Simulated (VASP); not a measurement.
All values below come from r2SCAN meta-GGA, VASP's PBE PAW potentials (set 64) (plane waves; VASP).

Input for VASP

### KPOINTS_OPT
```
k-points along high-symmetry lines
6
Line-mode
Reciprocal
  0.000000   0.000000   0.000000 ! GAMMA
  0.500000   0.000000   0.000000 ! M

  0.500000   0.000000   0.000000 ! M
  0.333333   0.333333   0.000000 ! K

  0.333333   0.333333   0.000000 ! K
  0.000000   0.000000   0.000000 ! GAMMA

  0.000000   0.000000   0.000000 ! GAMMA
  0.000000   0.000000   0.500000 ! A

  0.000000   0.000000   0.500000 ! A
  0.500000   0.000000   0.500000 ! L

  0.500000   0.000000   0.500000 ! L
  0.333333   0.333333   0.500000 ! H

  0.333333   0.333333   0.500000 ! H
  0.000000   0.000000   0.500000 ! A

  0.500000   0.000000   0.500000 ! L
  0.500000   0.000000   0.000000 ! M

  0.333333   0.333333   0.500000 ! H
  0.333333   0.333333   0.000000 ! K
```

File POSCAR:
```
NiC
1
    2.9906922382     0.0000000000     0.0000000000
   -1.4953461191     2.5900154766     0.0000000000
   -0.0000000000     0.0000000000     5.1991106964
Ni C
2 2
Direct
  0.3333330000   0.6666670000   0.0039735212
  0.6666670000   0.3333330000   0.5039735212
  0.3333330000   0.6666670000   0.3710264788
  0.6666670000   0.3333330000   0.8710264788
```

**KPOINTS**
```
Automatic mesh
0
G
13 13 7
```

**INCAR**
```
# general
SYSTEM  = NiC
PREC    = Accurate
ENCUT   = 520
LREAL   = F
LASPH   = T

# electronic loop
EDIFF   = 1E-7
NELM    = 100
ALGO    = Normal
LMAXMIX = 4
LMIXTAU = T

# smearing
ISMEAR  = -5

# functional
METAGGA = R2SCAN

# ions
ISIF    = 2

# output
LWAVE   = F
LCHARG  = F
LORBIT  = 11
NEDOS   = 601

# other
LEFG    = T
```

POTCAR, in this order: Ni C (PBE.64 set). Program: vasp_std.

The run wrote:

**OUTCAR**
```
 ion  position               nearest neighbor table
   1  0.333  0.667  0.004-   4 1.86   4 1.86   4 1.86   3 1.91
   2  0.667  0.333  0.504-   3 1.86   3 1.86   3 1.86   4 1.91
   3  0.333  0.667  0.371-   2 1.86   2 1.86   2 1.86   1 1.91
   4  0.667  0.333  0.871-   1 1.86   1 1.86   1 1.86   2 1.91
  LATTYP: Found a hexagonal cell.
 ALAT       =     2.9906922382
 C/A-ratio  =     1.7384305312
 Subroutine PRICEL returns:
 Original cell was already a primitive cell.
 Subroutine GETGRP returns: Found 12 space group operations
The static configuration has the point symmetry C_3v.
 The point group associated with its full space group is C_6v.
The dynamic configuration has the point symmetry C_3v.
 Subroutine INISYM returns: Found 12 space group operations
 Subroutine IBZKPT returns following result:
 Found     84 irreducible k-points:

 Following reciprocal coordinates:
            Coordinates               Weight
  0.000000  0.000000  0.000000      1.000000
  0.076923  0.000000  0.000000      6.000000
  0.153846 -0.000000  0.000000      6.000000
  0.230769 -0.000000  0.000000      6.000000
  0.307692 -0.000000  0.000000      6.000000
  0.384615  0.000000  0.000000      6.000000
  0.461538  0.000000  0.000000      6.000000
  0.076923  0.076923  0.000000      6.000000
  0.153846  0.076923  0.000000     12.000000
  0.230769  0.076923  0.000000     12.000000
  0.307692  0.076923  0.000000     12.000000
  0.384615  0.076923  0.000000     12.000000
  0.461538  0.076923  0.000000      6.000000
  0.153846  0.153846  0.000000      6.000000
  0.230769  0.153846  0.000000     12.000000
  0.307692  0.153846  0.000000     12.000000
  0.384615  0.153846  0.000000     12.000000
  0.230769  0.230769  0.000000      6.000000
  0.307692  0.230769  0.000000     12.000000
  0.384615  0.230769  0.000000      6.000000
  0.307692  0.307692  0.000000      6.000000
  0.000000  0.000000  0.142857      2.000000
  0.076923  0.000000  0.142857     12.000000
  0.153846 -0.000000  0.142857     12.000000
  0.230769 -0.000000  0.142857     12.000000
  0.307692 -0.000000  0.142857     12.000000
  0.384615  0.000000  0.142857     12.000000
  0.461538  0.000000  0.142857     12.000000
  0.076923  0.076923  0.142857     12.000000
  0.153846  0.076923  0.142857     24.000000
  0.230769  0.076923  0.142857     24.000000
  0.307692  0.076923  0.142857     24.000000
  0.384615  0.076923  0.142857     24.000000
  0.461538  0.076923  0.142857     12.000000
  0.153846  0.153846  0.142857     12.000000
  0.230769  0.153846  0.142857     24.000000
  0.307692  0.153846  0.142857     24.000000
  0.384615  0.153846  0.142857     24.000000
  0.230769  0.230769  0.142857     12.000000
  0.307692  0.230769  0.142857     24.000000
   k-points           NKPTS =     84   k-points in BZ     NKDIM =     84   number of bands    NBANDS=     18
   number of dos      NEDOS =    601   number of ions     NIONS =      4
   total plane-waves  NPLWV =  23040
   dimension x,y,z NGX =    24 NGY =   24 NGZ =   40
   dimension x,y,z NGXF=    48 NGYF=   48 NGZF=   80
   ions per type =               2   2
   PREC   = accura    normal or accurate (medium, high low for compatibility)
   ISTART =      0    job   : 0-new  1-cont  2-samecut
   ICHARG =      2    charge: 1-file 2-atom 10-const
   ISPIN  =      1    spin polarized calculation?
   LNONCOLLINEAR =      F non collinear calculations
   LSORBIT =      F    spin-orbit coupling
   INIWAV =      1    electr: 0-lowe 1-rand  2-diag
   ENCUT  =  520.0 eV  38.22 Ry    6.18 a.u.   5.56  5.56  9.67*2*pi/ulx,y,z
   NELM   =    100;   NELMIN=  2; NELMDL= -5     # of ELM steps
...
```

**OSZICAR**
```
       N       E                     dE             d eps       ncg     rms          rms(c)
DAV:   1     0.154095488433E+03    0.15410E+03   -0.14177E+04  3032   0.203E+03
DAV:   2    -0.335965527044E+02   -0.18769E+03   -0.18142E+03  3056   0.355E+02
DAV:   3    -0.525292118610E+02   -0.18933E+02   -0.17988E+02  3452   0.122E+02
DAV:   4    -0.534806854031E+02   -0.95147E+00   -0.94089E+00  3290   0.279E+01
DAV:   5    -0.535086737503E+02   -0.27988E-01   -0.28013E-01  3258   0.482E+00    0.318E+01
DAV:   6    -0.589044084611E+02   -0.53957E+01   -0.14924E+02  3696   0.275E+02    0.452E+01
DAV:   7    -0.397692957545E+02    0.19135E+02   -0.38734E+01  3390   0.150E+02    0.739E+00
DAV:   8    -0.400071797931E+02   -0.23788E+00   -0.91803E+00  4268   0.443E+01    0.387E+00
DAV:   9    -0.399332938062E+02    0.73886E-01   -0.66772E-01  4336   0.121E+01    0.878E-01
DAV:  10    -0.397139436422E+02    0.21935E+00   -0.37351E-01  3230   0.435E+00    0.526E-01
DAV:  11    -0.399695146454E+02   -0.25557E+00   -0.16999E-01  3024   0.342E+00    0.309E-01
DAV:  12    -0.399731386388E+02   -0.36240E-02   -0.61140E-03  3840   0.108E+00    0.285E-01
DAV:  13    -0.399710163069E+02    0.21223E-02   -0.43662E-03  4136   0.110E+00    0.101E-01
DAV:  14    -0.399724284376E+02   -0.14121E-02   -0.10096E-03  3712   0.499E-01    0.479E-02
DAV:  15    -0.399724115052E+02    0.16932E-04   -0.22935E-04  3600   0.111E-01    0.170E-02
DAV:  16    -0.399724199922E+02   -0.84870E-05   -0.30988E-05  3212   0.578E-02    0.145E-02
DAV:  17    -0.399724398151E+02   -0.19823E-04   -0.11105E-05  3042   0.376E-02    0.505E-03
DAV:  18    -0.399724356014E+02    0.42138E-05   -0.35067E-06  3086   0.178E-02    0.193E-03
DAV:  19    -0.399724382626E+02   -0.26612E-05   -0.28957E-07  3046   0.559E-03    0.130E-03
DAV:  20    -0.399724357217E+02    0.25409E-05   -0.10967E-07  1512   0.701E-03    0.546E-04
DAV:  21    -0.399724374064E+02   -0.16847E-05   -0.19365E-08  1512   0.293E-03    0.402E-04
DAV:  22    -0.399724367575E+02    0.64886E-06   -0.31464E-08  1512   0.182E-03    0.102E-04
DAV:  23    -0.399724368211E+02   -0.63558E-07   -0.40740E-09  1512   0.801E-04
   1 F= -.39972437E+02 E0= -.39972437E+02  d E =0.000000E+00
       N       E                     dE             ncg
```

### OUTCAR
```
------------------------ aborting loop because EDIFF is reached ----------------------------------------
  FORCE on cell =-STRESS in cart. coord.  units (eV):
  Direction    XX          YY          ZZ          XY          YZ          ZX
  --------------------------------------------------------------------------------------
  Total        0.0671144      0.0671145     -0.0667642      0.0000000      0.0000000      0.0000000
  in kB        2.6700750      2.6700751     -2.6561427      0.0000000      0.0000000      0.0000000
  external PRESSURE =       0.8946691 kB  Pullay stress =       0.0000000 kB
  volume of cell :       40.27
      direct lattice vectors                 reciprocal lattice vectors
     2.990692238  0.000000000  0.000000000     0.334370748  0.193049039  0.000000000
    -1.495346119  2.590015477  0.000000000     0.000000000  0.386098079  0.000000000
     0.000000000  0.000000000  5.199110696     0.000000000  0.000000000  0.192340586
 POSITION                                       TOTAL-FORCE (eV/Angst)
 -----------------------------------------------------------------------------------
     -0.00000      1.72668      0.02066        -0.000000     -0.000000      0.005114
      1.49535      0.86334      2.62021         0.000000     -0.000000      0.005114
     -0.00000      1.72668      1.92901         0.000000      0.000000     -0.005114
      1.49535      0.86334      4.52856        -0.000000     -0.000000     -0.005114
 -----------------------------------------------------------------------------------
    total drift:                               -0.000373      0.000216     -0.014626
  FREE ENERGIE OF THE ION-ELECTRON SYSTEM (eV)
  ---------------------------------------------------
  free  energy   TOTEN  =       -39.9724368211 eV

  energy  without entropy=      -39.9724368211  energy(sigma->0) =      -39.97243682

 total charge

# of ion       s       p       d       tot
------------------------------------------
    1        0.635   0.688   8.390   9.713
    2        0.635   0.688   8.390   9.713
    3        0.946   1.385   0.000   2.331
    4        0.946   1.385   0.000   2.331
--------------------------------------------------
tot          3.161   4.148  16.779  24.088

 Electric field gradients after diagonalization (V/A^2)
 (convention: |V_zz| > |V_xx| > |V_yy|)
----------------------------------------------------------------------
 ion       V_xx      V_yy      V_zz     asymmetry (V_yy - V_xx)/ V_zz
----------------------------------------------------------------------
   1      11.226    11.221   -22.447       0.000
   2      11.226    11.221   -22.447       0.000
   3      -0.590    -0.590     1.180       0.000
   4      -0.590    -0.590     1.180       0.000
```
(Selected blocks of OUTCAR.)

**OUTCAR**
```
 val. band max:        7.2518248081   @ k =   0.2308   0.0769   0.4286

 cond. band min:       7.1399995997   @ k =   0.4615   0.0769   0.0000


 Fermi energy:         7.1843242851

 k-point     1 :       0.0000    0.0000    0.0000
  band No.  band energies     occupation
      1      -7.3472      2.00000
      2      -5.0805      2.00000
      3       0.6366      2.00000
      4       1.7873      2.00000
      5       2.0548      2.00000
      6       2.0548      2.00000
      7       2.3682      2.00000
      8       2.3682      2.00000
      9       4.0898      2.00000
     10       4.0898      2.00000
     11       4.5445      2.00000
     12       4.5445      2.00000
     13       5.2655      2.00000
     14      10.1386      0.00000
     15      10.1386      0.00000
     16      11.2965      0.00000
     17      11.7472      0.00000
     18      11.7472      0.00000

 k-point     2 :       0.0769    0.0000    0.0000
  band No.  band energies     occupation
      1      -7.2461      2.00000
      2      -5.0169      2.00000
      3       0.7239      2.00000
      4       1.8281      2.00000
      5       1.9880      2.00000
      6       2.0871      2.00000
      7       2.3327      2.00000
      8       2.4155      2.00000
      9       4.0458      2.00000
     10       4.0825      2.00000
     11       4.5500      2.00000
     12       4.5678      2.00000
     13       5.2474      2.00000
     14       9.7772      0.00000
     15       9.9662      0.00000
     16      11.2233      0.00000
     17      11.4642      0.00000
     18      11.6609      0.00000

 k-point     3 :       0.1538   -0.0000    0.0000
  band No.  band energies     occupation
      1      -6.9508      2.00000
      2      -4.8385      2.00000
      3       0.9576      2.00000
      4       1.8196      2.00000
      5       1.9360      2.00000
      6       2.1706      2.00000
      7       2.2549      2.00000
      8       2.5517      2.00000
      9       3.9290      2.00000
...
```

For a metal the tetrahedron method with Blöchl corrections gives inexact stress and forces.

The structure was generated: NiC was put into the wurtzite type (P6_3mc), which need not be its known phase. It was relaxed first, which changed the volume by -18 %. The run is not spin-polarised, so no magnetic state was tried.
